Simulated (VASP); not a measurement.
Method: PBE GGA, VASP's PBE PAW potentials (set 64) (plane waves; VASP).

A VASP calculation is set up with these files.

### POSCAR
```
HfO2
1
    0.0000000000     2.5400000000     2.5400000000
    2.5400000000     0.0000000000     2.5400000000
    2.5400000000     2.5400000000     0.0000000000
Hf O
1 2
Direct
  0.0000000000   0.0000000000   0.0000000000
  0.2500000000   0.2500000000   0.2500000000
  0.7500000000   0.7500000000   0.7500000000
```

INCAR:
```
# general
SYSTEM  = HfO2
PREC    = Accurate
ENCUT   = 520
LREAL   = .FALSE.
LASPH   = .TRUE.   # aspherical one-centre terms

# electronic loop
EDIFF   = 1E-6
NELM    = 100
ALGO    = Normal
IMIX    = 4
AMIX    = 0.2
BMIX    = 0.0001
LMAXMIX = 6

# smearing
ISMEAR  = 0   # Gaussian
SIGMA   = 0.05   # width (eV)

# functional
GGA     = PE   # PBE

# ions
ISIF    = 2   # forces and stress, cell fixed

# output
LWAVE   = .FALSE.
LCHARG  = .FALSE.
```

**KPOINTS**
```
Automatic mesh
0
Gamma
8 8 8
0 0 0
```

POTCAR, in this order: Hf_pv O (PBE.64 set). Program: vasp_std.

The resulting files:

File OSZICAR:
```
       N       E                     dE             d eps       ncg     rms          rms(c)
DAV:   1     0.102737867112E+03    0.10274E+03   -0.12980E+04   870   0.145E+03
DAV:   2    -0.320840825289E+02   -0.13482E+03   -0.13279E+03  1129   0.327E+02
DAV:   3    -0.360123372722E+02   -0.39283E+01   -0.39254E+01  1094   0.543E+01
DAV:   4    -0.360361579201E+02   -0.23821E-01   -0.23816E-01  1115   0.460E+00
DAV:   5    -0.360363546515E+02   -0.19673E-03   -0.19673E-03  1073   0.375E-01    0.476E+01
DAV:   6    -0.313673134500E+02    0.46690E+01   -0.91616E+00   968   0.219E+01    0.452E+01
DAV:   7    -0.303057148253E+02    0.10616E+01   -0.70258E+00  1017   0.173E+01    0.390E+01
DAV:   8    -0.308724045722E+02   -0.56669E+00   -0.53672E+00   898   0.160E+01    0.944E+00
DAV:   9    -0.302684599315E+02    0.60394E+00   -0.47316E+00   940   0.140E+01    0.212E+00
DAV:  10    -0.302524626926E+02    0.15997E-01   -0.80282E-02  1004   0.248E+00    0.302E+00
DAV:  11    -0.302480166383E+02    0.44461E-02   -0.21168E-02  1108   0.992E-01    0.289E-01
DAV:  12    -0.302479527192E+02    0.63919E-04   -0.11032E-03   989   0.275E-01    0.536E-01
DAV:  13    -0.302480057729E+02   -0.53054E-04   -0.85884E-05  1115   0.661E-02    0.472E-01
DAV:  14    -0.302479733747E+02    0.32398E-04   -0.14043E-04   955   0.893E-02    0.604E-02
DAV:  15    -0.302479716293E+02    0.17455E-05   -0.16139E-05  1073   0.316E-02    0.257E-02
DAV:  16    -0.302479716403E+02   -0.11057E-07   -0.27990E-07   554   0.502E-03
   1 F= -.30247972E+02 E0= -.30247972E+02  d E =-.255053E-11
```

OUTCAR:
```
------------------------ aborting loop because EDIFF is reached ----------------------------------------
  FORCE on cell =-STRESS in cart. coord.  units (eV):
  Direction    XX          YY          ZZ          XY          YZ          ZX
  --------------------------------------------------------------------------------------
  Total       -0.2288060     -0.2288060     -0.2288060      0.0000000      0.0000000      0.0000000
  in kB      -11.1852773    -11.1852773    -11.1852773      0.0000000      0.0000000      0.0000000
  external PRESSURE =     -11.1852773 kB  Pullay stress =       0.0000000 kB
  volume of cell :       32.77
      direct lattice vectors                 reciprocal lattice vectors
     0.000000000  2.540000000  2.540000000    -0.196850394  0.196850394  0.196850394
     2.540000000  0.000000000  2.540000000     0.196850394 -0.196850394  0.196850394
     2.540000000  2.540000000  0.000000000     0.196850394  0.196850394 -0.196850394
 POSITION                                       TOTAL-FORCE (eV/Angst)
 -----------------------------------------------------------------------------------
      0.00000      0.00000      0.00000         0.000000      0.000000     -0.000000
      1.27000      1.27000      1.27000         0.000000      0.000000      0.000000
      3.81000      3.81000      3.81000        -0.000000     -0.000000     -0.000000
 -----------------------------------------------------------------------------------
    total drift:                                0.000000      0.000000      0.000000
  FREE ENERGIE OF THE ION-ELECTRON SYSTEM (eV)
  ---------------------------------------------------
  free  energy   TOTEN  =       -30.2479716403 eV

  energy  without entropy=      -30.2479716403  energy(sigma->0) =      -30.24797164
```
(Selected blocks of OUTCAR.)

OUTCAR:
```
 val. band max:        4.2288536945   @ k =   0.5000   0.5000   0.0000

 cond. band min:       8.0139763452   @ k =   0.5000   0.5000   0.0000


 Fermi energy:         4.4409085847

 k-point     1 :       0.0000    0.0000    0.0000
  band No.  band energies     occupation
      1     -25.4865      2.00000
      2     -25.4865      2.00000
      3     -25.4865      2.00000
      4     -14.4667      2.00000
      5     -11.4630      2.00000
      6      -1.0774      2.00000
      7      -1.0774      2.00000
      8      -1.0774      2.00000
      9       3.6249      2.00000
     10       3.6249      2.00000
     11       3.6249      2.00000
     12       8.0947      0.00000
     13       8.0947      0.00000
     14      10.0180      0.00000
     15      14.5761      0.00000

 k-point     2 :       0.1250    0.0000    0.0000
  band No.  band energies     occupation
      1     -25.5520      2.00000
      2     -25.4936      2.00000
      3     -25.4936      2.00000
      4     -14.2616      2.00000
      5     -11.6302      2.00000
      6      -0.9281      2.00000
      7      -0.9281      2.00000
      8      -0.6668      2.00000
      9       3.1674      2.00000
     10       3.3437      2.00000
     11       3.3437      2.00000
     12       8.3797      0.00000
     13       8.3797      0.00000
     14      10.6306      0.00000
     15      13.8898      0.00000

 k-point     3 :       0.2500    0.0000    0.0000
  band No.  band energies     occupation
      1     -25.7041      2.00000
      2     -25.5108      2.00000
      3     -25.5108      2.00000
      4     -13.7750      2.00000
      5     -11.9690      2.00000
      6      -0.5585      2.00000
      7      -0.5585      2.00000
      8       0.2907      2.00000
      9       2.2640      2.00000
     10       2.8279      2.00000
     11       2.8279      2.00000
     12       8.8070      0.00000
     13       8.8070      0.00000
     14      11.2560      0.00000
     15      13.3940      0.00000
...
```

Unless said otherwise, spin-orbit coupling is left out, though it shifts the bands of the heavy elements here.

The compound is HfO2 in the fluorite structure, the high-temperature cubic form, which is unstable at 0 K; the monoclinic form is the stable one. The cell was not relaxed at this level. The run is one of a series of settings (AMIX = 0.2, BMIX = 0.0001, IMIX = 4 against the base run), some of them coarse on purpose.
